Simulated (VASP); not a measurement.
Calculation: G0W0 on PBE orbitals, VASP's PBE PAW potentials (set 64) (plane waves; VASP).

VASP input:

INCAR:
```
ALGO  =  EVGW0
ENCUT  =  350
ENCUTGW  =  160
GGA  =  PE
ISMEAR  =  0
LASPH  =  .True.
LCHARG  =  .False.
LREAL  =  .False.
LSPECTRALGW  =  .True.
LWAVE  =  .False.
NBANDS  =  192
NBANDSGW  =  18
NELMGW  =  1
NOMEGA  =  64
PREC  =  Normal
SIGMA  =  0.01
SYSTEM  =  P
```

**POSCAR**
```
P
1.0
  1.6550000000  -5.2400000000   0.0000000000
  1.6550000000   5.2400000000   0.0000000000
  0.0000000000   0.0000000000   4.3800000000
P
4
direct
  0.1017000000   0.8983000000   0.9194000000
  0.3983000000   0.6017000000   0.4194000000
  0.6017000000   0.3983000000   0.5806000000
  0.8983000000   0.1017000000   0.0806000000
```

**KPOINTS**
```
Automatic mesh
0
Gamma
3 3 3
0 0 0
```

POTCAR, in this order: P_GW (PBE.64 set). Program: vasp_std. Read from the step before: WAVECAR, WAVEDER.

The run wrote:

**OSZICAR**
```
energies w=
    0.000    0.000    0.225    0.000    0.449    0.000    0.672    0.000
    0.894    0.000    1.113    0.000    1.331    0.000    1.545    0.000
    1.758    0.000    1.967    0.000    2.173    0.000    2.376    0.000
    2.577    0.000    2.774    0.000    2.969    0.000    3.162    0.000
    3.353    0.000    3.543    0.000    3.731    0.000    3.918    0.000
    4.104    0.000    4.291    0.000    4.477    0.000    4.665    0.000
    4.854    0.000    5.044    0.000    5.237    0.000    5.433    0.000
    5.632    0.000    5.836    0.000    6.045    0.000    6.260    0.000
    6.481    0.000    6.710    0.000    6.948    0.000    7.197    0.000
    7.458    0.000    7.731    0.000    8.021    0.000    8.327    0.000
    8.655    0.000    9.006    0.000    9.383    0.000    9.793    0.000
   10.238    0.000   10.726    0.000   11.266    0.000   11.866    0.000
   12.538    0.000   13.298    0.000   14.167    0.000   15.168    0.000
   16.338    0.000   17.724    0.000   19.392    0.000   21.439    0.000
   24.010    0.000   27.334    0.000   31.792    0.000   38.077    0.000
   47.584    0.000   63.604    0.000   96.216    0.000  198.419    0.000
NQ=   1    0.0000    0.0000    0.0000,
 performed        153000 updates of chi_q(r,r)
NQ=   2    0.3333    0.0000    0.0000,
 performed        396000 updates of chi_q(r,r)
NQ=   3    0.3333    0.3333    0.0000,
 performed        597000 updates of chi_q(r,r)
NQ=   4   -0.3333    0.3333    0.0000,
 performed        798000 updates of chi_q(r,r)
NQ=   5    0.0000    0.0000    0.3333,
 performed        999000 updates of chi_q(r,r)
NQ=   6    0.3333    0.0000    0.3333,
 performed       1283000 updates of chi_q(r,r)
NQ=   7    0.3333    0.3333    0.3333,
 performed       1540000 updates of chi_q(r,r)
NQ=   8   -0.3333    0.3333    0.3333,
 performed       1769000 updates of chi_q(r,r)
 resolving degeneracies of screened two electron integrals
```

File OUTCAR:
```


 k-point   1 :       0.0000    0.0000    0.0000
  band No.  KS-energies  QP-energies   sigma(KS)   V_xc(KS)     V^pw_x(r,r')   Z            occupation Imag(sigma)

      1      -9.6566      -9.9273     -12.4154     -12.0014     -20.1138       0.6539       2.0000       1.5124
      2      -6.6177      -6.9506     -13.0101     -12.5155     -19.3584       0.6728       2.0000       0.9815
      3      -3.3486      -3.6929     -13.0430     -12.5412     -18.0567       0.6861       2.0000       0.5769
      4      -0.7725      -1.2491     -11.7644     -11.0953     -15.4116       0.7121       2.0000       0.3985
      5       1.2598       0.8127     -11.4257     -10.8001     -14.2335       0.7145       2.0000       0.2226
      6       1.5647       1.2178     -13.0032     -12.5067     -16.0590       0.6988       2.0000       0.2092
      7       2.1937       1.7158     -13.1665     -12.5082     -15.6220       0.7259       2.0000       0.1051
      8       3.3498       2.8756     -11.9568     -11.3105     -13.7199       0.7338       2.0000       0.0991
      9       3.6729       3.2147     -13.3677     -12.7472     -15.2395       0.7385       2.0000       0.0691
     10       4.8429       4.3984     -12.1123     -11.5096     -13.5384       0.7375       2.0000       0.0670
     11       6.9424       7.0726     -10.7917     -10.9641      -6.8915       0.7549       0.0000      -0.0621
     12       7.3391       7.5633     -10.7289     -11.0279      -6.0704       0.7498       0.0000      -0.0816
     13       8.1067       8.4055     -11.1253     -11.5293      -6.1883       0.7395       0.0000      -0.0975
     14       9.2457       9.5558     -11.7688     -12.1964      -6.8002       0.7252       0.0000      -0.1159
     15      11.5446      11.8241     -11.8395     -12.2326      -5.9989       0.7108       0.0000      -0.2515
     16      12.4575      12.7162     -11.2722     -11.6208      -5.4763       0.7424       0.0000      -0.2956
     17      13.3650      13.4791     -10.4159     -10.5681      -4.8174       0.7496       0.0000      -0.3101
     18      13.5690      13.7019     -10.4344     -10.6122      -4.8511       0.7472       0.0000      -0.2792

 k-point   2 :       0.3333    0.0000    0.0000
  band No.  KS-energies  QP-energies   sigma(KS)   V_xc(KS)     V^pw_x(r,r')   Z            occupation Imag(sigma)

      1      -8.3005      -8.6166     -12.5866     -12.1226     -19.6892       0.6811       2.0000       1.2840
      2      -5.4010      -5.7765     -13.0079     -12.4596     -18.8027       0.6849       2.0000       0.8473
      3      -4.8488      -5.1903     -13.0756     -12.5684     -18.7118       0.6733       2.0000       0.7100
      4      -1.7900      -2.1845     -13.0134     -12.4584     -17.2186       0.7106       2.0000       0.4647
      5       0.3820      -0.0865     -12.4403     -11.7927     -15.1578       0.7234       2.0000       0.1891
      6       0.4124      -0.0562     -12.2171     -11.5682     -15.1794       0.7222       2.0000       0.2402
      7       2.2323       1.7814     -11.9488     -11.3242     -14.1961       0.7220       2.0000       0.1374
      8       3.0515       2.6013     -12.6753     -12.0563     -14.7357       0.7274       2.0000       0.1002
      9       3.5759       3.1118     -12.1091     -11.4737     -13.9110       0.7303       2.0000       0.0895
     10       4.5950       4.1863     -12.3334     -11.7792     -13.6766       0.7375       2.0000       0.0597
     11       6.4656       6.5730     -10.4222     -10.5632      -6.4851       0.7616       0.0000      -0.0610
     12       7.7371       7.8821     -10.4962     -10.6875      -6.1623       0.7576       0.0000      -0.0736
     13       8.0729       8.2371     -10.9643     -11.1838      -6.6312       0.7478       0.0000      -0.0791
     14       8.4408       8.6235     -11.1331     -11.3802      -6.5855       0.7395       0.0000      -0.1006
     15       9.1026       9.2317     -10.6462     -10.8187      -6.0471       0.7481       0.0000      -0.1030
     16      10.4155      10.5809     -10.6175     -10.8409      -5.5354       0.7404       0.0000      -0.1601
     17      12.9922      13.0599      -9.9516     -10.0410      -4.6015       0.7570       0.0000      -0.2315
     18      13.1038      13.2942     -10.5910     -10.8463      -4.7698       0.7459       0.0000      -0.3170

 k-point   3 :       0.3333    0.3333    0.0000
  band No.  KS-energies  QP-energies   sigma(KS)   V_xc(KS)     V^pw_x(r,r')   Z            occupation Imag(sigma)

      1      -8.1309      -8.4404     -12.6835     -12.2267     -19.6997       0.6776       2.0000       1.2130
      2      -5.8152      -6.1879     -12.7103     -12.1634     -18.7567       0.6815       2.0000       0.9843
      3      -4.9314      -5.2704     -13.0097     -12.5052     -18.6921       0.6719       2.0000       0.7296
      4      -1.4511      -1.8365     -13.2746     -12.7307     -17.2880       0.7085       2.0000       0.4097
      5       0.3619      -0.1032     -12.4659     -11.8232     -15.1447       0.7237       2.0000       0.1811
      6       1.0690       0.6088     -12.8676     -12.2342     -15.4159       0.7264       2.0000       0.1524
      7       1.6990       1.2402     -11.6347     -10.9959     -14.1826       0.7183       2.0000       0.1867
      8       2.5461       2.0825     -12.4288     -11.7837     -14.7328       0.7186       2.0000       0.1220
      9       4.3278       3.9236     -12.2670     -11.7184     -13.5958       0.7366       2.0000       0.0626
     10       4.4597       4.0338     -12.0643     -11.4854     -13.4919       0.7356       2.0000       0.0646
     11       6.6298       6.6801     -10.4624     -10.5286      -6.7035       0.7585       0.0000      -0.0594
     12       7.2321       7.3716     -10.7867     -10.9717      -6.6440       0.7539       0.0000      -0.0680
     13       7.9375       8.0755     -10.2277     -10.4100      -5.8755       0.7565       0.0000      -0.0768
     14       8.8148       8.9940     -11.1224     -11.3647      -6.5098       0.7393       0.0000      -0.1010
     15       9.5567       9.7164     -10.9103     -11.1250      -6.0896       0.7437       0.0000      -0.1253
     16      11.1573      11.4122     -11.5140     -11.8618      -5.9087       0.7328       0.0000      -0.2427
     17      12.5099      12.6374     -10.2107     -10.3777      -5.0019       0.7638       0.0000      -0.2044
     18      13.5016      13.6585     -10.1658     -10.3739      -4.6114       0.7536       0.0000      -0.2579

 k-point   4 :      -0.3333    0.3333    0.0000
  band No.  KS-energies  QP-energies   sigma(KS)   V_xc(KS)     V^pw_x(r,r')   Z            occupation Imag(sigma)

      1      -9.4894      -9.7532     -12.4992     -12.0923     -20.1161       0.6484       2.0000       1.4397
      2      -7.0425      -7.3855     -12.7130     -12.2071     -19.3025       0.6779       2.0000       1.1335
      3      -3.2502      -3.5914     -13.1057     -12.6086     -18.0603       0.6864       2.0000       0.5552
      4      -0.1661      -0.6267     -11.9859     -11.3434     -15.2795       0.7169       2.0000       0.3118
      5       0.9254       0.5613     -12.6113     -12.0895     -16.0196       0.6977       2.0000       0.2799
      6       0.9744       0.5196     -11.8975     -11.2634     -14.7421       0.7172       2.0000       0.2322
      7       2.0537       1.5721     -13.0896     -12.4254     -15.6159       0.7251       2.0000       0.1120
      8       3.9059       3.4656     -12.4788     -11.8852     -14.0399       0.7417       2.0000       0.0695
      9       3.9059       3.4656     -12.4788     -11.8852     -14.0399       0.7417       2.0000       0.0695
     10       6.0609       5.6802     -12.6725     -12.1641     -13.5433       0.7490       2.0000       0.0408
     11       6.8871       6.9702     -11.1359     -11.2465      -7.4271       0.7513       0.0000      -0.0578
     12       6.9878       7.1919     -10.5266     -10.7966      -5.9709       0.7558       0.0000      -0.0750
     13       8.4226       8.7545     -11.4781     -11.9293      -6.4230       0.7356       0.0000      -0.1108
     14       9.0954       9.4003     -11.7095     -12.1294      -6.8431       0.7262       0.0000      -0.1077
     15      11.0937      11.1498      -9.6959      -9.7686      -4.9321       0.7705       0.0000      -0.1381
     16      11.9180      12.2078     -12.0321     -12.4403      -5.9922       0.7099       0.0000      -0.2925
     17      12.2585      12.4987     -11.4256     -11.7523      -5.7564       0.7352       0.0000      -0.2752
     18      13.0391      13.1935     -10.5580     -10.7615      -5.2058       0.7589       0.0000      -0.2406

 k-point   5 :       0.0000    0.0000    0.3333
  band No.  KS-energies  QP-energies   sigma(KS)   V_xc(KS)     V^pw_x(r,r')   Z            occupation Imag(sigma)

      1      -9.0339      -9.3028     -12.5149     -12.1031     -19.9591       0.6530       2.0000       1.3714
      2      -7.5040      -7.7978     -12.8571     -12.4026     -19.6085       0.6465       2.0000       1.0550
      3      -3.2478      -3.6028     -12.5185     -12.0077     -17.5741       0.6949       2.0000       0.6746
      4      -1.6088      -1.9878     -12.5394     -11.9971     -16.7487       0.6988       2.0000       0.4458
      5       0.7204       0.2739     -11.4022     -10.7679     -14.7064       0.7039       2.0000       0.3306
      6       2.5165       2.0706     -11.5724     -10.9564     -13.7909       0.7240       2.0000       0.1493
      7       2.6332       2.1625     -13.2621     -12.6172     -15.5189       0.7300       2.0000       0.0907
      8       3.4364       2.9734     -13.4244     -12.7966     -15.3877       0.7374       2.0000       0.0729
      9       3.4541       3.0460     -12.2342     -11.6762     -13.9720       0.7314       2.0000       0.0912
     10       5.5269       5.1280     -12.9576     -12.4226     -14.0782       0.7456       2.0000       0.0480
     11       7.3925       7.6781     -11.2443     -11.6270      -6.5922       0.7464       0.0000      -0.0795
     12       7.7269       7.9670     -11.0371     -11.3596      -6.3272       0.7446       0.0000      -0.0874
     13       8.5941       8.8640     -11.2319     -11.5971      -6.6377       0.7391       0.0000      -0.0907
     14       9.5837       9.8040     -11.3873     -11.6880      -6.5300       0.7326       0.0000      -0.1286
     15       9.5837       9.8040     -11.3873     -11.6880      -6.5300       0.7326       0.0000      -0.1286
     16      11.6479      11.8890     -11.2824     -11.6118      -5.6276       0.7319       0.0000      -0.2483
     17      12.7716      12.9663     -10.5538     -10.8110      -5.1873       0.7572       0.0000      -0.2340
...
```
(Selected blocks of OUTCAR.)

The mesh is coarse and the basis finite, so the quasiparticle values are not converged. VASP warned that its frequency grid is unfit for quasiparticle energies.

The compound is P in the black structure. The cell was not relaxed at this level. The k-mesh is coarse (spacing up to 0.66 per Å, 2π included), so the numbers may not be converged in it.
